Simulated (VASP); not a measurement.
All values below come from RPBE GGA, VASP's PBE PAW potentials (set 64) (plane waves; VASP).

VASP input:

INCAR:
```
# general
SYSTEM  = ZnSe
PREC    = Accurate
ENCUT   = 520
LREAL   = .FALSE.
LASPH   = .TRUE.

# electronic loop
EDIFF   = 1E-7
NELM    = 100
ALGO    = Normal
LMAXMIX = 4

# smearing
ISMEAR  = 0
SIGMA   = 0.05

# functional
GGA     = RP

# ions
ISIF    = 2

# output
LWAVE   = .FALSE.
LCHARG  = .FALSE.
```

### POSCAR
```
ZnSe
1.0
  0.0000000000   2.9352433615   2.9352433615
  2.9352433615   0.0000000000   2.9352433615
  2.9352433615   2.9352433615   0.0000000000
Zn Se
1 1
Cartesian
  0.0000000000   0.0000000000   0.0000000000
  1.4676216807   1.4676216807   1.4676216807
```

**KPOINTS**
```
Automatic mesh
0
Gamma
8 8 8
0 0 0
```

POTCAR, in this order: Zn Se (PBE.64 set). Program: vasp_std.

The resulting files:

### OUTCAR
```
 ion  position               nearest neighbor table
   1  0.000  0.000  0.000-   2 2.54   2 2.54   2 2.54   2 2.54
   2  0.250  0.250  0.250-   1 2.54   1 2.54   1 2.54   1 2.54
  LATTYP: Found a face centered cubic cell.
 ALAT       =     5.8704867230
 Subroutine PRICEL returns:
 Original cell was already a primitive cell.
 Subroutine GETGRP returns: Found 24 space group operations
The static configuration has the point symmetry T_d .
The dynamic configuration has the point symmetry T_d .
 Subroutine INISYM returns: Found 24 space group operations
 Subroutine IBZKPT returns following result:
 Found     29 irreducible k-points:

 Following reciprocal coordinates:
            Coordinates               Weight
  0.000000  0.000000  0.000000      1.000000
  0.125000  0.000000  0.000000      8.000000
  0.250000  0.000000  0.000000      8.000000
  0.375000  0.000000  0.000000      8.000000
  0.500000  0.000000  0.000000      4.000000
  0.125000  0.125000  0.000000      6.000000
  0.250000  0.125000  0.000000     24.000000
  0.375000  0.125000  0.000000     24.000000
  0.500000  0.125000  0.000000     24.000000
 -0.375000  0.125000  0.000000     24.000000
 -0.250000  0.125000  0.000000     24.000000
 -0.125000  0.125000  0.000000     12.000000
  0.250000  0.250000  0.000000      6.000000
  0.375000  0.250000  0.000000     24.000000
  0.500000  0.250000  0.000000     24.000000
 -0.375000  0.250000  0.000000     24.000000
 -0.250000  0.250000  0.000000     12.000000
  0.375000  0.375000  0.000000      6.000000
  0.500000  0.375000  0.000000     24.000000
 -0.375000  0.375000  0.000000     12.000000
  0.500000  0.500000  0.000000      3.000000
  0.375000  0.250000  0.125000     24.000000
  0.500000  0.250000  0.125000     48.000000
 -0.375000  0.250000  0.125000     24.000000
...
```

File OSZICAR:
```
       N       E                     dE             d eps       ncg     rms          rms(c)
DAV:   1     0.860405072729E+02    0.86041E+02   -0.88594E+03   754   0.155E+03
DAV:   2     0.229700714255E+00   -0.85811E+02   -0.82007E+02   799   0.274E+02
DAV:   3    -0.560697481661E+01   -0.58367E+01   -0.58066E+01   949   0.705E+01
DAV:   4    -0.566522135076E+01   -0.58247E-01   -0.58234E-01   814   0.758E+00
DAV:   5    -0.566556089702E+01   -0.33955E-03   -0.33953E-03   904   0.541E-01    0.432E+00
DAV:   6    -0.539583184141E+01    0.26973E+00   -0.63799E-01  1108   0.246E+01    0.328E+00
DAV:   7    -0.538265666446E+01    0.13175E-01   -0.17431E-01   859   0.402E+00    0.138E+00
DAV:   8    -0.538566063048E+01   -0.30040E-02   -0.57873E-03   809   0.674E-01    0.426E-01
DAV:   9    -0.538689250007E+01   -0.12319E-02   -0.16654E-03   857   0.344E-01    0.790E-02
DAV:  10    -0.538714617239E+01   -0.25367E-03   -0.28494E-04   829   0.172E-01    0.171E-02
DAV:  11    -0.538721340044E+01   -0.67228E-04   -0.11537E-04   814   0.103E-01    0.818E-03
DAV:  12    -0.538722035846E+01   -0.69580E-05   -0.12884E-05   854   0.347E-02    0.572E-03
DAV:  13    -0.538722138352E+01   -0.10251E-05   -0.30710E-06   804   0.148E-02    0.121E-03
DAV:  14    -0.538722153828E+01   -0.15476E-06   -0.17799E-07   831   0.444E-03    0.536E-04
DAV:  15    -0.538722157881E+01   -0.40524E-07   -0.29151E-08   562   0.275E-03
   1 F= -.53872216E+01 E0= -.53872216E+01  d E =-.186319E-11
```

OUTCAR:
```
------------------------ aborting loop because EDIFF is reached ----------------------------------------
  FORCE on cell =-STRESS in cart. coord.  units (eV):
  Direction    XX          YY          ZZ          XY          YZ          ZX
  --------------------------------------------------------------------------------------
  Total       -0.4284930     -0.4284930     -0.4284930     -0.0000000      0.0000000      0.0000000
  in kB      -13.5735042    -13.5735042    -13.5735042     -0.0000000      0.0000000      0.0000000
  external PRESSURE =     -13.5735042 kB  Pullay stress =       0.0000000 kB
  volume of cell :       50.58
      direct lattice vectors                 reciprocal lattice vectors
     0.000000000  2.935243361  2.935243361    -0.170343627  0.170343627  0.170343627
     2.935243361  0.000000000  2.935243361     0.170343627 -0.170343627  0.170343627
     2.935243361  2.935243361  0.000000000     0.170343627  0.170343627 -0.170343627
  FREE ENERGIE OF THE ION-ELECTRON SYSTEM (eV)
  ---------------------------------------------------
  free  energy   TOTEN  =        -5.3872215788 eV

  energy  without entropy=       -5.3872215788  energy(sigma->0) =       -5.38722158
```
(Selected blocks of OUTCAR.)

The compound is ZnSe in the zinc blende structure. This cell is one point of a volume scan, at 1.03 of the reference volume.
